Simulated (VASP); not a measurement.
The system is SiB.

```
Si B
1.0
     3.08676    0.00000    0.00000
    -1.54338    2.67321    0.00000
     0.00000    0.00000    2.74264
Si B
1 1
Direct
  0.00000 0.00000 0.00000
  0.33333 0.66667 0.50000
```

The cell was built by a generator and needn't be a form met in nature.

```yaml
Program: VASP 6.6.1
Task: relaxation of cell and atoms
Functional: PBE
Potentials_or_basis: VASP PAW PBE potentials, release 64 (Si, B)
Cutoff: 520 eV
k_mesh: 8 × 8 × 7
Occupations: gaussian, width 0.15 eV
Spin: no spin polarisation
```

At the start: pressure -7.1 GPa; volume 11.32 Å³/atom.

Q: Where does the relaxation end?

A: Over 9 steps the energy falls by 159.1 meV/atom and the volume is 10.74 Å³/atom (-5.1 %); space group P-6m2 (No. 187, to 0.05 Å).

The path:
```tsv
step	energy change (eV)	largest force (eV/Å)	pressure (GPa)	volume (Å³)
1	0.0000	0.0000	-7.05	22.63
2	-0.2292	0.0000	3.06	20.99
3	-0.2354	0.0000	15.52	19.72
4	-0.2702	0.0000	7.97	20.41
5	-0.2724	0.0000	9.57	20.24
6	-0.2092	0.0000	3.52	21.23
7	-0.2955	0.0000	7.45	20.56
8	-0.3114	0.0000	-3.56	22.03
9	-0.3182	0.0000	0.00	21.49
```

Final structure:
```
CELL_PARAMETERS angstrom
3.18706 0.00000 0.00000
-1.59353 2.76008 0.00000
0.00000 0.00000 2.44275
ATOMIC_POSITIONS crystal
Si 0.00000 0.00000 0.00000
B 0.33333 0.66667 0.50000
```
